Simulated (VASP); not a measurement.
Consider the following.

```xyz
3
Lattice="1.7756 -3.0755 0.0000 1.7756 3.0755 0.0000 0.0000 0.0000 5.4273" Properties=species:S:1:pos:R:3 pbc="T T T"
Zr     0.0000     0.0000     0.0000
S      1.7756     1.0252     1.4717
S      1.7756    -1.0252     3.9556
```

These are PBEsol GGA, VASP's PBE PAW potentials (set 64) (plane waves; VASP 6.6.1) values and carry that method's errors. Run with 500 eV cut-off, 7×7×4 Γ-centred mesh, Gaussian smearing of 0.050 eV, potentials Zr_sv S.

Energy and stress use the plane-wave basis of the starting cell. Without a dispersion term in the relaxation, distances and binding between the weakly bound layers, chains or molecules are unreliable, and so is what depends on them.

The ions, cell shape and volume at an external pressure of 10.0 GPa are relaxed. Which structure does the run end with?

```xyz
3
Lattice="1.7418 -3.0169 0.0000 1.7418 3.0169 0.0000 0.0000 0.0000 5.2876" Properties=species:S:1:pos:R:3 pbc="T T T"
Zr     0.0000     0.0000     0.0000
S      1.7418     1.0056     1.4888
S      1.7418    -1.0056     3.7988
```
Space group P-3m1 (164), at a tolerance of 0.03 Å.

How do energy and volume change from the first to the last step?

The energy (σ→0) changes by +57.0 meV/atom and the volume by -6.3 %, in 11 ionic steps.

```json
[
 {"step": "1", "E(σ→0) (eV)": "-22.4564", "max force (eV/Å)": "0.008", "pressure (GPa)": "5.00", "volume (Å³)": "59.28"},
 {"step": "2", "E(σ→0) (eV)": "-22.0929", "max force (eV/Å)": "1.230", "pressure (GPa)": "18.57", "volume (Å³)": "54.14"},
 {"step": "3", "E(σ→0) (eV)": "-22.3588", "max force (eV/Å)": "0.450", "pressure (GPa)": "9.91", "volume (Å³)": "57.16"},
 {"step": "4", "E(σ→0) (eV)": "-22.3395", "max force (eV/Å)": "0.297", "pressure (GPa)": "9.87", "volume (Å³)": "56.62"},
 {"step": "5", "E(σ→0) (eV)": "-22.2604", "max force (eV/Å)": "0.155", "pressure (GPa)": "9.97", "volume (Å³)": "55.22"},
 {"step": "6", "E(σ→0) (eV)": "-22.2917", "max force (eV/Å)": "0.004", "pressure (GPa)": "9.94", "volume (Å³)": "55.68"},
 {"step": "7", "E(σ→0) (eV)": "-22.2899", "max force (eV/Å)": "0.006", "pressure (GPa)": "9.89", "volume (Å³)": "55.65"},
 {"step": "8", "E(σ→0) (eV)": "-22.2796", "max force (eV/Å)": "0.020", "pressure (GPa)": "10.31", "volume (Å³)": "55.48"},
 {"step": "9", "E(σ→0) (eV)": "-22.2800", "max force (eV/Å)": "0.019", "pressure (GPa)": "10.31", "volume (Å³)": "55.48"},
 {"step": "10", "E(σ→0) (eV)": "-22.2959", "max force (eV/Å)": "0.060", "pressure (GPa)": "9.49", "volume (Å³)": "55.74"},
 {"step": "11", "E(σ→0) (eV)": "-22.2855", "max force (eV/Å)": "0.007", "pressure (GPa)": "10.03", "volume (Å³)": "55.57"}
]
```

The compound is ZrS2 in the 1T layered structure. This run relaxes it under an external pressure of 10 GPa. Symmetry was kept, so distortions that lower it aren't found.
